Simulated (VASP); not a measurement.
A run of VASP 6.6.1 is set up as follows.

Contents of POSCAR:

```
LiB2Ru3
1.0
    5.0979356618      0.0000000000      0.0000000000
   -2.5489678309      4.4149417900      0.0000000000
    0.0000000000      0.0000000000      2.8065090400
Li B Ru
1 2 3
Direct
    0.0000000000      0.0000000000      0.0000000000
    0.3333333333      0.6666666667      0.0000000000
    0.6666666667      0.3333333333      0.0000000000
    0.5000000000      0.0000000000      0.5000000000
    0.5000000000      0.5000000000      0.5000000000
    0.0000000000      0.5000000000      0.5000000000
```

File INCAR.step1:

```
SYSTEM = LiB2Ru3
PREC = Accurate
ENCUT = 520
ISMEAR = -1
SIGMA = 0.1
LREAL = .FALSE.
LASPH = .TRUE.
NELM = 100
NBANDS = 34
GGA = PE
ALGO = Normal
EDIFF = 1E-4
LWAVE = .TRUE.
LCHARG = .FALSE.
```

The input INCAR.step2:

```
SYSTEM = LiB2Ru3
PREC = Accurate
ENCUT = 520
EDIFF = 1E-6
ISMEAR = -1
SIGMA = 0.1
LREAL = .FALSE.
LASPH = .TRUE.
NELM = 100
ALGO = Normal
ISIF = 2
LWAVE = .FALSE.
LCHARG = .FALSE.
METAGGA = R2SCAN
LMIXTAU = .TRUE.
NBANDS = 34
ISTART = 1
```

Contents of KPOINTS:

```
Automatic mesh
0
G
  7 7 11
  0 0 0
```

Potentials or basis: VASP PAW PBE potentials, release 64 (Li_sv, B, Ru_pv).

Command:

```sh
$ cat potpaw_PBE.64/Li_sv/POTCAR potpaw_PBE.64/B/POTCAR potpaw_PBE.64/Ru_pv/POTCAR > POTCAR
$ cp INCAR.step1 INCAR
$ mpirun -np 1 vasp_std > vasp.out
$ cp INCAR.step2 INCAR
$ mpirun -np 1 vasp_std > vasp.out
```

**Question.** Predict the band gap on the k mesh.

**Answer.** None (metal or under the smearing width).
